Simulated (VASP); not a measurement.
A convergence study with VASP on Si (diamond): one setting is varied, all else stays as given below, so the limit is that of these other settings.

```xyz
2
Lattice="0.0000 2.7155 2.7155 2.7155 0.0000 2.7155 2.7155 2.7155 0.0000" Properties=species:S:1:pos:R:3 pbc="T T T"
Si     0.0000     0.0000     0.0000
Si     1.3577     1.3577     1.3578
```

The numbers are results of LDA (Ceperley-Alder, Perdew-Zunger), VASP's LDA PAW potentials (set 64) (plane waves; VASP), not measurements. The tightest run used: 550 eV cut-off, 17×17×17 Γ-centred mesh, tetrahedra with Blöchl corrections, potentials Si.

Gaps are read on the run's mesh, which can miss a band edge.

Q: The settings run are 3×3×3 mesh; 4×4×4 mesh; 5×5×5 mesh; 6×6×6 mesh; 7×7×7 mesh; 8×8×8 mesh; 9×9×9 mesh; 10×10×10 mesh; 11×11×11 mesh; 12×12×12 mesh; 13×13×13 mesh; 14×14×14 mesh; 15×15×15 mesh; 16×16×16 mesh; 17×17×17 mesh. From which on does the stress (every component) stay within 0.1 GPa of the tightest run?

A: From 6×6×6 mesh on: it is off by 0.07 there and by no more than 0.1 in any finer run, while 5×5×5 mesh is off by 0.20.
```json
[
 {"setting": "3×3×3 mesh", "E (eV/atom)": "-5.6372", "pressure (GPa)": "0.44", "gap on the mesh (eV)": "0.563", "irreducible k-points": "4", "difference judged (GPa)": "1.89"},
 {"setting": "4×4×4 mesh", "E (eV/atom)": "-5.8596", "pressure (GPa)": "-0.86", "gap on the mesh (eV)": "0.574", "irreducible k-points": "8", "difference judged (GPa)": "0.60"},
 {"setting": "5×5×5 mesh", "E (eV/atom)": "-5.9242", "pressure (GPa)": "-1.26", "gap on the mesh (eV)": "0.467", "irreducible k-points": "10", "difference judged (GPa)": "0.20"},
 {"setting": "6×6×6 mesh", "E (eV/atom)": "-5.9456", "pressure (GPa)": "-1.39", "gap on the mesh (eV)": "0.599", "irreducible k-points": "16", "difference judged (GPa)": "0.07"},
 {"setting": "7×7×7 mesh", "E (eV/atom)": "-5.9534", "pressure (GPa)": "-1.44", "gap on the mesh (eV)": "0.467", "irreducible k-points": "20", "difference judged (GPa)": "0.02"},
 {"setting": "8×8×8 mesh", "E (eV/atom)": "-5.9564", "pressure (GPa)": "-1.45", "gap on the mesh (eV)": "0.514", "irreducible k-points": "29", "difference judged (GPa)": "0.01"},
 {"setting": "9×9×9 mesh", "E (eV/atom)": "-5.9576", "pressure (GPa)": "-1.46", "gap on the mesh (eV)": "0.479", "irreducible k-points": "35", "difference judged (GPa)": "0.00"},
 {"setting": "10×10×10 mesh", "E (eV/atom)": "-5.9582", "pressure (GPa)": "-1.46", "gap on the mesh (eV)": "0.479", "irreducible k-points": "47", "difference judged (GPa)": "0.00"},
 {"setting": "11×11×11 mesh", "E (eV/atom)": "-5.9584", "pressure (GPa)": "-1.46", "gap on the mesh (eV)": "0.492", "irreducible k-points": "56", "difference judged (GPa)": "0.00"},
 {"setting": "12×12×12 mesh", "E (eV/atom)": "-5.9585", "pressure (GPa)": "-1.46", "gap on the mesh (eV)": "0.470", "irreducible k-points": "72", "difference judged (GPa)": "0.00"},
 {"setting": "13×13×13 mesh", "E (eV/atom)": "-5.9585", "pressure (GPa)": "-1.46", "gap on the mesh (eV)": "0.499", "irreducible k-points": "84", "difference judged (GPa)": "0.00"},
 {"setting": "14×14×14 mesh", "E (eV/atom)": "-5.9586", "pressure (GPa)": "-1.46", "gap on the mesh (eV)": "0.470", "irreducible k-points": "104", "difference judged (GPa)": "0.00"},
 {"setting": "15×15×15 mesh", "E (eV/atom)": "-5.9586", "pressure (GPa)": "-1.46", "gap on the mesh (eV)": "0.479", "irreducible k-points": "120", "difference judged (GPa)": "0.00"},
 {"setting": "16×16×16 mesh", "E (eV/atom)": "-5.9586", "pressure (GPa)": "-1.46", "gap on the mesh (eV)": "0.474", "irreducible k-points": "145", "difference judged (GPa)": "0.00"},
 {"setting": "17×17×17 mesh", "E (eV/atom)": "-5.9586", "pressure (GPa)": "-1.46", "gap on the mesh (eV)": "0.471", "irreducible k-points": "165", "difference judged (GPa)": "0.00"}
]
```

Left out are rungs that failed or repeat a setting and relaxations that didn't move; long series are thinned to 24 rows.

The compound is Si in the diamond structure. The cell was not relaxed at this level.
